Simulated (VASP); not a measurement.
```
AgCl
1.0
    0.00000     2.77500     2.77500
    2.77500     0.00000     2.77500
    2.77500     2.77500     0.00000
Ag Cl
1 1
Direct
  0.00000   0.00000   0.00000
  0.50000   0.50000   0.50000
```

The base run (VASP): PBE GGA, plane waves, VASP's PBE PAW potentials (set 64). Numerical set-up: 400 eV cut-off, 8×8×8 Γ-centred mesh, Gaussian smearing of 0.050 eV, potentials Ag Cl.

One setting is varied; ΔE counts from the most expensive setting. The base run took about 8 core-seconds. Costs are core time on shared hosts, one run each; read them as rough ratios.

Pressures at a finite cut-off, here 400 eV, hold a Pulay part, which wasn't tested here.

| setting | cost over the base run | electronic steps | ΔE (meV/atom) | pressure (GPa) |
|---|---|---|---|---|
| KPOINTS 1×1×1 Γ-centred mesh | about 1/4 | 12 | 1334.4 | -0.57 |
| KPOINTS 2×2×2 Γ-centred mesh | about 1/3 | 12 | 357.1 | 6.93 |
| KPOINTS 5×5×5 Γ-centred mesh | about 1/2 | 12 | 1.1 | 1.23 |
| KPOINTS 6×6×6 Γ-centred mesh | within a factor of 2 | 12 | 0.2 | 1.21 |
| base run | reference | 12 | 0.0 | 1.20 |
| KPOINTS 11×11×11 Γ-centred mesh | within a factor of 2 | 12 | 0.0 | 1.20 |
| KPOINTS 12×12×12 Γ-centred mesh | about 2 times | 12 | 0.0 | 1.20 |

Left out are runs that failed, have no time on record or changed the cell.

The compound is AgCl in the rock salt structure. The cell was not relaxed at this level.
